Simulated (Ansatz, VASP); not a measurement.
# W3N4 in VASP and in Ansatz

```
W N
1.0
     4.53175    0.00000    0.00000
     0.00000    4.53175    0.00000
     0.00000    0.00000    4.53175
W N
3 4
Direct
  0.00000 0.00000 0.50000
  0.00000 0.50000 0.00000
  0.50000 0.00000 0.00000
  0.25305 0.25305 0.25305
  0.25305 0.74695 0.74695
  0.74695 0.25305 0.74695
  0.74695 0.74695 0.25305
```

Change from the starting cell: ordered vacancies on the cation sites of zinc blende (P-43m, No. 215).

Alike in both runs: functional PBE; k mesh 8 × 8 × 8; occupations gaussian, width 0.1 eV; no spin polarisation.

Ansatz relaxed the structure, and its values are those at the end. VASP's run is a single point on that final structure, the one shown.

|  | VASP | Ansatz |
| --- | --- | --- |
| version | VASP 6.6.1 | Ansatz 0.2.0 |
| potentials or method | VASP PAW PBE potentials, release 64 (W_sv, N) | scalar-relativistic, plane waves, PAW |
| plane-wave cutoff (eV) | 520 | 420 |
| valence electrons in the cell | 62 | 62 |

```tsv
	VASP	Ansatz	Ansatz less VASP
gap on the k mesh at the Fermi level (eV)	none	none	-
pressure (GPa)	1.3	0.0	-1.27
rms of the force components (eV/Å)	0.044	0.000	-0.0438
```

A gap of «none» marks a metal or a gap that the smearing closes.

The runs have no spin-orbit coupling, so splittings on W are missing.
